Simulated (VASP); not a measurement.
These are r2SCAN meta-GGA, VASP's PBE PAW potentials (set 64) (plane waves; VASP) values and carry that method's errors.

A VASP calculation is set up with these files.

POSCAR:
```
Si
1
    1.9158133133    -5.3533380333    -0.0000000000
    1.9158133133     5.3533380333     0.0000000000
    0.0000000000    -0.0000000000    12.6694177748
Si
12
Direct
  0.7571884674   0.2428115326   0.9450859462
  0.2428115326   0.7571884674   0.0549140538
  0.2428115326   0.7571884674   0.4450859462
  0.7571884674   0.2428115326   0.5549140538
  0.4288805238   0.5711194762   0.1572377284
  0.5711194762   0.4288805238   0.8427622716
  0.5711194762   0.4288805238   0.6572377284
  0.4288805238   0.5711194762   0.3427622716
  0.9712269526   0.0287730474   0.9093802228
  0.0287730474   0.9712269526   0.0906197772
  0.0287730474   0.9712269526   0.4093802228
  0.9712269526   0.0287730474   0.5906197772
```

**KPOINTS**
```
Automatic mesh
0
Gamma
7 7 2
0 0 0
```

INCAR:
```
ALGO  =  Normal
EDIFF  =  1E-7
ENCUT  =  400
ISIF  =  2
ISMEAR  =  -5
LASPH  =  T
LCHARG  =  F
LEFG  =  T
LMIXTAU  =  T
LORBIT  =  11
LREAL  =  F
LWAVE  =  F
METAGGA  =  R2SCAN
NEDOS  =  601
NELM  =  100
PREC  =  Accurate
SYSTEM  =  Si
```

File KPOINTS_OPT:
```
k-points along high-symmetry lines
5
Line-mode
Reciprocal
  0.000000   0.000000   0.000000 ! GAMMA
 -0.500000   0.500000   0.000000 ! Y

 -0.500000   0.500000   0.000000 ! Y
 -0.281980   0.718020   0.000000 ! C_0

  0.281980   0.281980   0.000000 ! SIGMA_0
  0.000000   0.000000   0.000000 ! GAMMA

  0.000000   0.000000   0.000000 ! GAMMA
  0.000000   0.000000   0.500000 ! Z

  0.000000   0.000000   0.500000 ! Z
  0.281980   0.281980   0.500000 ! A_0

 -0.281980   0.718020   0.500000 ! E_0
 -0.500000   0.500000   0.500000 ! T

 -0.500000   0.500000   0.500000 ! T
 -0.500000   0.500000   0.000000 ! Y

  0.000000   0.000000   0.000000 ! GAMMA
  0.000000   0.500000   0.000000 ! S

  0.000000   0.500000   0.000000 ! S
  0.000000   0.500000   0.500000 ! R

  0.000000   0.500000   0.500000 ! R
  0.000000   0.000000   0.500000 ! Z

  0.000000   0.000000   0.500000 ! Z
 -0.500000   0.500000   0.500000 ! T
```

POTCAR, in this order: Si (PBE.64 set). Program: vasp_std.

The resulting files:

OSZICAR:
```
       N       E                     dE             d eps       ncg     rms          rms(c)
DAV:   1     0.658071478513E+02    0.65807E+02   -0.15908E+04  1984   0.106E+03
DAV:   2    -0.102256264331E+03   -0.16806E+03   -0.15958E+03  2525   0.167E+02
DAV:   3    -0.111139886173E+03   -0.88836E+01   -0.87354E+01  2520   0.373E+01
DAV:   4    -0.111363508109E+03   -0.22362E+00   -0.22234E+00  2561   0.715E+00
DAV:   5    -0.111371518418E+03   -0.80103E-02   -0.80060E-02  2490   0.119E+00    0.146E+01
DAV:   6    -0.108770384792E+03    0.26011E+01   -0.11389E+00  2320   0.436E+00    0.980E+00
DAV:   7    -0.103359668148E+03    0.54107E+01   -0.12604E+00  2406   0.534E+00    0.721E-01
DAV:   8    -0.104334294613E+03   -0.97463E+00   -0.11553E+00  2166   0.527E+00    0.788E-01
DAV:   9    -0.103145583712E+03    0.11887E+01   -0.15662E-01  2215   0.254E+00    0.686E-01
DAV:  10    -0.103633371881E+03   -0.48779E+00   -0.12573E-01  2138   0.224E+00    0.330E-01
DAV:  11    -0.103952960419E+03   -0.31959E+00   -0.21852E-01  2082   0.286E+00    0.118E-01
DAV:  12    -0.103961733425E+03   -0.87730E-02   -0.11437E-02  2432   0.709E-01    0.137E-01
DAV:  13    -0.103955312867E+03    0.64206E-02   -0.48835E-03  2334   0.475E-01    0.884E-02
DAV:  14    -0.103960962953E+03   -0.56501E-02   -0.17817E-03  2348   0.246E-01    0.268E-02
DAV:  15    -0.103962398836E+03   -0.14359E-02   -0.89570E-04  2271   0.183E-01    0.270E-02
DAV:  16    -0.103962394893E+03    0.39427E-05   -0.22344E-04  2306   0.114E-01    0.105E-02
DAV:  17    -0.103962445580E+03   -0.50687E-04   -0.11381E-04  2355   0.772E-02    0.230E-03
DAV:  18    -0.103962458765E+03   -0.13186E-04   -0.66862E-06  2390   0.178E-02    0.234E-03
DAV:  19    -0.103962459660E+03   -0.89451E-06   -0.30340E-06  2383   0.103E-02    0.201E-03
DAV:  20    -0.103962459381E+03    0.27890E-06   -0.72889E-07  2383   0.582E-03    0.644E-04
DAV:  21    -0.103962459577E+03   -0.19587E-06   -0.61952E-07  2313   0.598E-03    0.528E-04
DAV:  22    -0.103962459623E+03   -0.46515E-07   -0.58493E-08  1461   0.176E-03
   1 F= -.10396246E+03 E0= -.10396246E+03  d E =0.000000E+00
       N       E                     dE             ncg
       N       E                     dE             ncg
```

File OUTCAR:
```
------------------------ aborting loop because EDIFF is reached ----------------------------------------
  FORCE on cell =-STRESS in cart. coord.  units (eV):
  Direction    XX          YY          ZZ          XY          YZ          ZX
  --------------------------------------------------------------------------------------
  Total       -0.1558302     -0.0026827      0.0554828      0.0000000      0.0000000      0.0000000
  in kB       -0.9607218     -0.0165396      0.3420620      0.0000000      0.0000000      0.0000000
  external PRESSURE =      -0.2117331 kB  Pullay stress =       0.0000000 kB
  volume of cell :      259.88
      direct lattice vectors                 reciprocal lattice vectors
     1.915813313 -5.353338033  0.000000000     0.260985763 -0.093399669  0.000000000
     1.915813313  5.353338033  0.000000000     0.260985763  0.093399669  0.000000000
     0.000000000  0.000000000 12.669417775     0.000000000  0.000000000  0.078930225
 POSITION                                       TOTAL-FORCE (eV/Angst)
 -----------------------------------------------------------------------------------
      1.91581     -2.75363     11.97369         0.000000     -0.007238      0.003423
      1.91581      2.75363      0.69573         0.000000      0.007238     -0.003423
      1.91581      2.75363      5.63898         0.000000      0.007238      0.003423
      1.91581     -2.75363      7.03044         0.000000     -0.007238     -0.003423
      1.91581      0.76145      1.99211         0.000000      0.002001      0.003146
      1.91581     -0.76145     10.67731         0.000000     -0.002001     -0.003146
      1.91581     -0.76145      8.32682         0.000000     -0.002001      0.003146
      1.91581      0.76145      4.34260         0.000000      0.002001     -0.003146
      1.91581     -5.04527     11.52132         0.000000     -0.000929     -0.000004
      1.91581      5.04527      1.14810         0.000000      0.000929      0.000004
      1.91581      5.04527      5.18661         0.000000      0.000929     -0.000004
      1.91581     -5.04527      7.48281         0.000000     -0.000929      0.000004
 -----------------------------------------------------------------------------------
    total drift:                                0.000000      0.000000     -0.000000
  FREE ENERGIE OF THE ION-ELECTRON SYSTEM (eV)
  ---------------------------------------------------
  free  energy   TOTEN  =      -103.9624596234 eV

  energy  without entropy=     -103.9624596234  energy(sigma->0) =     -103.96245962

 total charge

# of ion       s       p       d       tot
------------------------------------------
    1        0.750   0.945   0.000   1.696
    2        0.750   0.945   0.000   1.696
    3        0.750   0.945   0.000   1.696
    4        0.750   0.945   0.000   1.696
    5        0.745   0.955   0.000   1.699
    6        0.745   0.955   0.000   1.699
    7        0.745   0.955   0.000   1.699
    8        0.745   0.955   0.000   1.699
    9        0.751   0.955   0.000   1.706
   10        0.751   0.955   0.000   1.706
   11        0.751   0.955   0.000   1.706
   12        0.751   0.955   0.000   1.706
--------------------------------------------------
tot          8.983  11.422   0.000  20.404

 Electric field gradients after diagonalization (V/A^2)
 (convention: |V_zz| > |V_xx| > |V_yy|)
----------------------------------------------------------------------
 ion       V_xx      V_yy      V_zz     asymmetry (V_yy - V_xx)/ V_zz
----------------------------------------------------------------------
   1      -6.593    -5.149    11.743       0.123
   2      -6.593    -5.149    11.743       0.123
   3      -6.593    -5.149    11.743       0.123
   4      -6.593    -5.149    11.743       0.123
   5      -4.216    -4.123     8.339       0.011
   6      -4.216    -4.123     8.339       0.011
   7      -4.216    -4.123     8.339       0.011
   8      -4.216    -4.123     8.339       0.011
   9      -6.022    -2.458     8.479       0.420
  10      -6.022    -2.458     8.479       0.420
  11      -6.022    -2.458     8.479       0.420
  12      -6.022    -2.458     8.479       0.420
```
(Selected blocks of OUTCAR.)

The structure comes from a computed database's Si entry (Cmcm); how it stands against other phases isn't given here. It was relaxed first.
